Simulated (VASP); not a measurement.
A convergence study with VASP on Pb (fcc): one setting is varied, all else stays as given below, so the limit is that of these other settings.

```yaml
crystal:
  lattice:
    - [0.00000, 2.47500, 2.47500]
    - [2.47500, 0.00000, 2.47500]
    - [2.47500, 2.47500, 0.00000]
  atoms:
    - { symbol: Pb, position: [0.00000, 0.00000, 0.00000] }
```

These are PBE GGA, VASP's PBE PAW potentials (set 64) (plane waves; VASP) values and carry that method's errors. The tightest run used: 550 eV cut-off, 22×22×22 Γ-centred mesh, tetrahedra with Blöchl corrections, potentials Pb_d.

**Question.** The settings run are 3×3×3 mesh; 4×4×4 mesh; 5×5×5 mesh; 6×6×6 mesh; 7×7×7 mesh; 8×8×8 mesh; 9×9×9 mesh; 10×10×10 mesh; 11×11×11 mesh; 12×12×12 mesh; 13×13×13 mesh; 14×14×14 mesh; 15×15×15 mesh; 16×16×16 mesh; 17×17×17 mesh; 18×18×18 mesh; 19×19×19 mesh; 20×20×20 mesh; 21×21×21 mesh; 22×22×22 mesh. From which on does the energy per atom stay within 0.005 eV/atom of the tightest run?

**Answer.** From 10×10×10 mesh on: it is off by 0.0008 there and by no more than 0.005 in any finer run, while 9×9×9 mesh is off by 0.0062.
```
setting        E (eV/atom)  pressure (GPa)  irreducible k-points  difference judged (eV/atom)
-------------  -----------  --------------  --------------------  ---------------------------
3×3×3 mesh         -3.8938            2.58                     4                       0.3417
4×4×4 mesh         -3.3629            4.00                     8                       0.1891
5×5×5 mesh         -3.5912            2.43                    10                       0.0392
6×6×6 mesh         -3.5237            3.41                    16                       0.0284
7×7×7 mesh         -3.5594            2.71                    20                       0.0073
8×8×8 mesh         -3.5647            2.61                    29                       0.0126
9×9×9 mesh         -3.5583            2.52                    35                       0.0062
10×10×10 mesh      -3.5529            2.54                    47                       0.0008
11×11×11 mesh      -3.5526            2.50                    56                       0.0006
12×12×12 mesh      -3.5524            2.49                    72                       0.0003
13×13×13 mesh      -3.5518            2.49                    84                       0.0002
14×14×14 mesh      -3.5530            2.45                   104                       0.0009
15×15×15 mesh      -3.5533            2.44                   120                       0.0012
16×16×16 mesh      -3.5516            2.43                   145                       0.0005
17×17×17 mesh      -3.5526            2.42                   165                       0.0005
18×18×18 mesh      -3.5518            2.42                   195                       0.0003
19×19×19 mesh      -3.5524            2.41                   220                       0.0003
20×20×20 mesh      -3.5523            2.41                   256                       0.0002
21×21×21 mesh      -3.5522            2.40                   286                       0.0001
22×22×22 mesh      -3.5521            2.40                   328                       0.0000
```

Left out are rungs that failed or repeat a setting and relaxations that didn't move; long series are thinned to 24 rows.

The compound is Pb in the fcc structure. The cell was not relaxed at this level.
